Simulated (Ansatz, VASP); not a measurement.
# Cross-check of TiSn between VASP and Ansatz

Wanted: the spread between two codes on one cell, functional and k mesh. The cell is generated by rule, not measured, and may not be a known phase. The cell is taken from a series of runs on this material, whose earlier steps may have relaxed, scaled, displaced or heated it; both programs get it as it stands.

Program: Ansatz 0.2.0. Level of theory: plane waves, with VASP 6.6.1 beside it; zone-centre phonons at PBE. Results are calculated unless marked as measured.

The structure was built from a prototype and need not be the compound's stable phase.

### Step 1. Set-up

The structure is hexagonal, space group P6_3/mmc (No. 194). The conventional cell has a = 4.802 Å, b = 4.802 Å, c = 5.465 Å, α = 90.00°, β = 90.00°, γ = 120.00°. Ti has 5 Sn at 2.73 to 2.77 Å nearest. Nearest to Sn lie 5 Ti at 2.73 to 2.77 Å. Farther neighbours are not listed.

Structure file:

```xyz
4
Lattice="4.8023 0.0000 0.0000 -2.4012 4.1590 0.0000 0.0000 0.0000 5.4650" Properties=species:S:1:pos:R:3 pbc="T T T"
Ti    0.0000    2.7726    1.3662
Ti    2.4012    1.3863    4.0987
Sn    2.4012    1.3863    1.3662
Sn    0.0000    2.7726    4.0987
```

### Step 2. VASP: zone-centre phonons, PBE

Second derivatives magnify differences that forces hide, and they need a tight electronic threshold.

Lines of VASP's logs that name or quote its potential files are left out, and so is its time.

File INCAR:

```
SYSTEM = TiSn
PREC = Accurate
ENCUT = 500
EDIFF = 1E-08
NELM = 120
ISMEAR = 1
SIGMA = 0.15
LREAL = .FALSE.
ALGO = Normal
GGA = PE
NBANDS = 32
LASPH = .TRUE.
LORBIT = 11
LWAVE = .FALSE.
LCHARG = .FALSE.
ISIF = 2
IBRION = 8
GGA_COMPAT = .FALSE.
KPAR = 2
```

File POSCAR:

```
TiSn
1.0
    4.8023495683      0.0000031016      0.0000000000
   -2.4011774702      4.1589551732      0.0000000000
    0.0000000000      0.0000000000      5.4649923184
Ti Sn
2 2
Direct
    0.3333333333      0.6666666667      0.2500000000
    0.6666666667      0.3333333333      0.7500000000
    0.6666666667      0.3333333333      0.2500000000
    0.3333333333      0.6666666667      0.7500000000
```

File KPOINTS:

```
Automatic mesh
0
Gamma
10 10 6
0 0 0
```

PAW data sets: Ti_sv and Sn_d (PBE family, release 64).

Command:

```bash
$ mpirun -np 2 vasp_std
```

Numbers of over 12 decimals in the logs are rounded to 6 here.

The log of the run:

```text
[banner, memory and clock lines left out]
running    2 mpi-ranks, on    1 nodes
 distrk:  each k-point on    1 cores,    2 groups
 distr:  one band on    1 cores,    1 groups

 POSCAR found type information on POSCAR TiSn
 POSCAR found :  2 types and       4 ions
 LDA part: xc-table for (Slater+PW92), standard interpolation
 POSCAR, INCAR and KPOINTS ok, starting setup
 FFT: planning ... GRIDC
 FFT: planning ... GRID_SOFT
 FFT: planning ... GRID
 WAVECAR not read
 entering main loop
       N       E                     dE             d eps       ncg     rms          rms(c)
DAV:   1     0.580990746313E+03    0.58099E+03   -0.26984E+04  3608   0.219E+03
DAV:   2     0.558467405101E+02   -0.52514E+03   -0.51815E+03  3600   0.591E+02
DAV:   3    -0.185062464620E+02   -0.74353E+02   -0.73250E+02  5096   0.200E+02
DAV:   4    -0.260447605779E+02   -0.75385E+01   -0.74707E+01  5496   0.535E+01
DAV:   5    -0.265922359698E+02   -0.54748E+00   -0.54740E+00  5144   0.101E+01    0.136E+01
DAV:   6    -0.233828118809E+02    0.32094E+01   -0.51407E+01  4624   0.361E+01    0.759E+00
DAV:   7    -0.224729798794E+02    0.90983E+00   -0.11898E+01  4568   0.198E+01    0.312E+00
DAV:   8    -0.224360183585E+02    0.36962E-01   -0.10953E+00  4952   0.630E+00    0.120E+00
DAV:   9    -0.224249477426E+02    0.11071E-01   -0.11624E-01  4688   0.221E+00    0.540E-01
DAV:  10    -0.224266895260E+02   -0.17418E-02   -0.30205E-02  5168   0.917E-01    0.160E-01
DAV:  11    -0.224263678796E+02    0.32165E-03   -0.56260E-03  4728   0.472E-01    0.764E-02
DAV:  12    -0.224263764189E+02   -0.85393E-05   -0.51111E-04  5368   0.126E-01    0.154E-02
DAV:  13    -0.224263803782E+02   -0.39593E-05   -0.31093E-05  4504   0.412E-02    0.609E-03
DAV:  14    -0.224263817286E+02   -0.13504E-05   -0.45638E-06  5184   0.120E-02    0.292E-03
DAV:  15    -0.224263823082E+02   -0.57964E-06   -0.13964E-06  4888   0.487E-03    0.100E-03
DAV:  16    -0.224263821811E+02    0.12713E-06   -0.12621E-07  4032   0.257E-03    0.364E-04
DAV:  17    -0.224263821353E+02    0.45810E-07   -0.57643E-09  3088   0.605E-04    0.269E-04
DAV:  18    -0.224263821289E+02    0.63337E-08   -0.84980E-09  3016   0.549E-04
   1 F= -.22426382E+02 E0= -.22426929E+02  d E =0.163912E-02
 Linear response reoptimize wavefunctions to high precision
DAV:   1    -0.224263821316E+02   -0.26403E-08   -0.15260E-09  2984   0.247E-04
DAV:   2    -0.224263821316E+02   -0.16371E-10   -0.35052E-10  2704   0.133E-04
 Linear response DOF=           4
 Linear response progress:
  Degree of freedom:   1/  4
       N       E                     dE             d eps       ncg     rms          rms(c)
RMM:   1    -0.740626223267E+00   -0.74063E+00    0.17930E+01 14199   0.924E+01
RMM:   2    -0.686032051540E+00    0.54594E-01   -0.41032E-01 25452   0.357E+00    0.214E-01
RMM:   3    -0.686082167827E+00   -0.50116E-04   -0.31648E-02 29742   0.104E+00    0.934E-02
RMM:   4    -0.686696326178E+00   -0.61416E-03   -0.11494E-02 33331   0.371E-01    0.352E-02
RMM:   5    -0.687863359273E+00   -0.11670E-02   -0.15877E-03 33696   0.142E-01    0.179E-02
RMM:   6    -0.688456515684E+00   -0.59316E-03   -0.62257E-04 34135   0.774E-02    0.108E-02
RMM:   7    -0.688528543098E+00   -0.72027E-04   -0.12749E-04 34444   0.376E-02    0.745E-03
RMM:   8    -0.688705294906E+00   -0.17675E-03   -0.55919E-05 34220   0.227E-02    0.322E-03
RMM:   9    -0.688801581042E+00   -0.96286E-04   -0.38257E-05 34310   0.142E-02    0.719E-04
RMM:  10    -0.688783754814E+00    0.17826E-04   -0.29795E-05 35956   0.853E-03    0.483E-04
RMM:  11    -0.688795514378E+00   -0.11760E-04   -0.28750E-05 35760   0.570E-03    0.163E-04
RMM:  12    -0.688799628240E+00   -0.41139E-05   -0.23423E-05 36299   0.400E-03    0.104E-04
RMM:  13    -0.688802076564E+00   -0.24483E-05   -0.19497E-05 35688   0.303E-03    0.429E-05
RMM:  14    -0.688802946829E+00   -0.87026E-06   -0.16037E-05 36100   0.236E-03    0.453E-05
[...]
RMM:  25    -0.688803343839E+00    0.32987E-07   -0.29302E-06 32304   0.534E-04    0.694E-05
RMM:  26    -0.688803358976E+00   -0.15137E-07   -0.24081E-06 35408   0.480E-04    0.715E-05
RMM:  27    -0.688803382325E+00   -0.23348E-07   -0.22785E-06 33873   0.455E-04    0.580E-05
RMM:  28    -0.688803444813E+00   -0.62488E-07   -0.18006E-06 35249   0.427E-04    0.405E-05
RMM:  29    -0.688803448315E+00   -0.35018E-08   -0.16984E-06 33210   0.379E-04    0.466E-05
RMM:  30    -0.688803442143E+00    0.61721E-08   -0.14167E-06 33171   0.359E-04    0.574E-05
RMM:  31    -0.688803462020E+00   -0.19877E-07   -0.13708E-06 33882   0.331E-04    0.610E-05
RMM:  32    -0.688803443575E+00    0.18445E-07   -0.11251E-06 34395   0.318E-04    0.534E-05
 first order change of Fermi-energy  -0.99901E-06
 force on displaced ion       1 direction 1 :  -6.068   0.002   0.000
 Linear response progress:
  Degree of freedom:   2/  4
       N       E                     dE             d eps       ncg     rms          rms(c)
RMM:   1    -0.709918149875E+00   -0.70992E+00    0.17954E+01  4952   0.921E+01
RMM:   2    -0.669686585594E+00    0.40232E-01   -0.37891E-01  8546   0.331E+00    0.185E-01
RMM:   3    -0.669518557114E+00    0.16803E-03   -0.30501E-02  9849   0.958E-01    0.855E-02
RMM:   4    -0.669595267163E+00   -0.76710E-04   -0.14246E-02 10762   0.391E-01    0.363E-02
RMM:   5    -0.670820164465E+00   -0.12249E-02   -0.20583E-03 10806   0.150E-01    0.280E-02
RMM:   6    -0.671090678199E+00   -0.27051E-03   -0.64245E-04 10803   0.790E-02    0.254E-02
RMM:   7    -0.671274797659E+00   -0.18412E-03   -0.16842E-04 10670   0.444E-02    0.997E-03
RMM:   8    -0.671401505373E+00   -0.12671E-03   -0.85880E-05 10781   0.296E-02    0.271E-03
RMM:   9    -0.671478328760E+00   -0.76823E-04   -0.47982E-05 11433   0.172E-02    0.965E-04
RMM:  10    -0.671456346946E+00    0.21982E-04   -0.16549E-05 11664   0.102E-02    0.479E-04
RMM:  11    -0.671462998241E+00   -0.66513E-05   -0.26881E-05 12189   0.725E-03    0.221E-04
RMM:  12    -0.671469478983E+00   -0.64807E-05   -0.47587E-05 12210   0.541E-03    0.162E-04
RMM:  13    -0.671471122100E+00   -0.16431E-05   -0.25251E-05 11650   0.448E-03    0.655E-05
RMM:  14    -0.671472506709E+00   -0.13846E-05   -0.17077E-05 12082   0.371E-03    0.800E-05
RMM:  15    -0.671472050993E+00    0.45572E-06   -0.23176E-05 11909   0.323E-03    0.159E-04
RMM:  16    -0.671472617659E+00   -0.56667E-06   -0.23479E-05 11349   0.290E-03    0.110E-04
RMM:  17    -0.671473023028E+00   -0.40537E-06   -0.17445E-05 11851   0.259E-03    0.100E-04
RMM:  18    -0.671473577622E+00   -0.55459E-06   -0.26315E-05 12096   0.235E-03    0.111E-04
RMM:  19    -0.671473627845E+00   -0.50223E-07   -0.14169E-05 12029   0.216E-03    0.133E-04
RMM:  20    -0.671474021921E+00   -0.39408E-06   -0.16077E-05 11483   0.202E-03    0.134E-04
RMM:  21    -0.671474095523E+00   -0.73602E-07   -0.11595E-05 11434   0.190E-03    0.131E-04
 first order change of Fermi-energy   0.12630E-02
 force on displaced ion       1 direction 3 :   0.000  -0.000  -8.488
 Linear response progress:
  Degree of freedom:   3/  4
       N       E                     dE             d eps       ncg     rms          rms(c)
RMM:   1    -0.217331547666E+00   -0.21733E+00    0.86507E-01 17556   0.105E+01
RMM:   2    -0.222590303987E+00   -0.52588E-02   -0.33751E-02 25026   0.965E-01    0.103E-01
RMM:   3    -0.222865590668E+00   -0.27529E-03   -0.38833E-03 29644   0.322E-01    0.485E-02
RMM:   4    -0.223136981661E+00   -0.27139E-03   -0.56264E-04 30969   0.127E-01    0.208E-02
RMM:   5    -0.223273361506E+00   -0.13638E-03   -0.11981E-04 31542   0.540E-02    0.776E-03
RMM:   6    -0.223295282986E+00   -0.21921E-04   -0.37404E-05 31508   0.269E-02    0.707E-03
RMM:   7    -0.223303033081E+00   -0.77501E-05   -0.93952E-06 31820   0.161E-02    0.182E-03
RMM:   8    -0.223290340765E+00    0.12692E-04   -0.55381E-06 33438   0.964E-03    0.683E-04
RMM:   9    -0.223287369017E+00    0.29717E-05    0.73658E-07 34409   0.599E-03    0.334E-04
RMM:  10    -0.223285913469E+00    0.14555E-05    0.11118E-06 34699   0.399E-03    0.193E-04
RMM:  11    -0.223285925156E+00   -0.11687E-07    0.39830E-06 34817   0.278E-03    0.905E-05
RMM:  12    -0.223286045256E+00   -0.12010E-06    0.29785E-06 34233   0.200E-03    0.676E-05
RMM:  13    -0.223285963858E+00    0.81398E-07    0.36644E-06 34512   0.148E-03    0.436E-05
RMM:  14    -0.223286070401E+00   -0.10654E-06    0.33296E-06 35291   0.112E-03    0.360E-05
[...]
RMM:  20    -0.223286530485E+00   -0.36340E-07    0.66143E-07 33913   0.334E-04    0.355E-05
RMM:  21    -0.223286557468E+00   -0.26983E-07    0.61042E-07 33394   0.292E-04    0.339E-05
RMM:  22    -0.223286586476E+00   -0.29008E-07    0.56484E-07 35328   0.257E-04    0.369E-05
RMM:  23    -0.223286643148E+00   -0.56672E-07    0.20626E-07 35181   0.229E-04    0.427E-05
RMM:  24    -0.223286658005E+00   -0.14857E-07    0.16776E-07 34492   0.208E-04    0.464E-05
RMM:  25    -0.223286686385E+00   -0.28380E-07    0.43997E-08 32738   0.193E-04    0.470E-05
RMM:  26    -0.223286688910E+00   -0.25240E-08    0.11741E-07 34453   0.177E-04    0.517E-05
RMM:  27    -0.223286712759E+00   -0.23849E-07   -0.47370E-08 32360   0.166E-04    0.532E-05
 first order change of Fermi-energy  -0.13790E-03
 force on displaced ion       3 direction 1 :  -6.228   0.004   0.000
 Linear response progress:
  Degree of freedom:   4/  4
       N       E                     dE             d eps       ncg     rms          rms(c)
RMM:   1    -0.223058043431E+00   -0.22306E+00    0.71047E-01  6035   0.997E+00
RMM:   2    -0.226807718193E+00   -0.37497E-02   -0.31844E-02  8715   0.968E-01    0.782E-02
RMM:   3    -0.227431471777E+00   -0.62375E-03   -0.53691E-03 10143   0.326E-01    0.460E-02
RMM:   4    -0.227665090940E+00   -0.23362E-03   -0.64305E-04 10195   0.111E-01    0.284E-02
RMM:   5    -0.227912640832E+00   -0.24755E-03   -0.17095E-04  9615   0.688E-02    0.245E-02
RMM:   6    -0.227929041057E+00   -0.16400E-04   -0.38591E-05  9609   0.374E-02    0.402E-03
RMM:   7    -0.227878617769E+00    0.50423E-04    0.30678E-05 10859   0.196E-02    0.244E-03
RMM:   8    -0.227892318337E+00   -0.13701E-04    0.35625E-05 10878   0.113E-02    0.132E-03
RMM:   9    -0.227877427812E+00    0.14891E-04    0.42524E-05 11227   0.674E-03    0.476E-04
RMM:  10    -0.227884030589E+00   -0.66028E-05    0.22201E-05 10770   0.465E-03    0.184E-04
RMM:  11    -0.227882774101E+00    0.12565E-05    0.18263E-05 12074   0.306E-03    0.103E-04
RMM:  12    -0.227882474208E+00    0.29989E-06    0.15503E-05 11670   0.211E-03    0.688E-05
RMM:  13    -0.227883227592E+00   -0.75338E-06    0.59628E-06 11728   0.151E-03    0.313E-05
RMM:  14    -0.227883004259E+00    0.22333E-06    0.33359E-06 11857   0.111E-03    0.363E-05
[...]
RMM:  20    -0.227882588911E+00   -0.29167E-06   -0.13872E-06 11386   0.307E-04    0.144E-05
RMM:  21    -0.227882285881E+00    0.30303E-06    0.53609E-07 11249   0.267E-04    0.105E-05
RMM:  22    -0.227882405924E+00   -0.12004E-06   -0.10809E-06 11758   0.234E-04    0.103E-05
RMM:  23    -0.227882198364E+00    0.20756E-06    0.51529E-07 11333   0.211E-04    0.746E-06
RMM:  24    -0.227882305328E+00   -0.10696E-06   -0.74414E-07 11804   0.189E-04    0.895E-06
RMM:  25    -0.227882215057E+00    0.90271E-07    0.32030E-07 10933   0.174E-04    0.974E-06
RMM:  26    -0.227882278494E+00   -0.63437E-07   -0.67440E-07 11231   0.161E-04    0.952E-06
RMM:  27    -0.227882149828E+00    0.12867E-06    0.74991E-07 10844   0.151E-04    0.992E-06
 first order change of Fermi-energy  -0.15474E-02
 force on displaced ion       3 direction 3 :   0.000   0.000  -9.512
 Linear response finished
```

[end of part 1 of 2]

[Lines on the potential files, build, host, timing and source positions are cut from VASP's logs without a mark.]

[Logs are printed without paths, hosts, clocks, repeated set-up lines and the standing remarks that a program may print on its own settings, such as how far it seeks lower states.]

[Hosts, paths, dates, database ids (printed as entryN), source tags and the programs' standing remarks are cut or masked in the printed files.]
